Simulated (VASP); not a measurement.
A run of VASP 6.6.1:

The input INCAR:

```
PREC = Accurate
ENCUT = 520
EDIFF = 1E-7
ISMEAR = 0
SIGMA = 0.01
LREAL = False
LASPH = True
NELM = 80
ALGO = Normal
ISIF = 2
LWAVE = False
LCHARG = False
GGA = PE
IBRION = 2
NSW = 60
EDIFFG = -0.01
```

The input KPOINTS:

```
Automatic mesh
0
Gamma
  1 1 1
```

Contents of POSCAR:

```
BH2F
1.0
   12.0000000000      0.0000000000      0.0000000000
    0.0000000000     11.0000000000      0.0000000000
    0.0000000000      0.0000000000     11.0000000000
B F H
1 1 2
Direct
    0.4968800000      0.4901230000      0.5097400000
    0.5867700000      0.4653480000      0.5696080000
    0.4156310000      0.4328900000      0.5287010000
    0.5015540000      0.5711100000      0.4358640000
```

Potentials or basis: VASP PAW PBE potentials, release 64 (B, F, H).

Launch:

```bash
$ cat potpaw_PBE.64/B/POTCAR potpaw_PBE.64/F/POTCAR potpaw_PBE.64/H/POTCAR > POTCAR
$ mpirun -np 1 vasp_gam > vasp.out
```

Hardware: 1 thread of Intel(R) Xeon(R) 6975P-C (Granite Rapids), on a shared host.

Problem. How long does it take, and how much memory?

Solution. Run time: 8.2 min on 1 thread of Intel(R) Xeon(R) 6975P-C (Granite Rapids), on a shared host, peak memory 1.2 GiB. Counts: scf iterations 153, k points 1, ion steps 13.
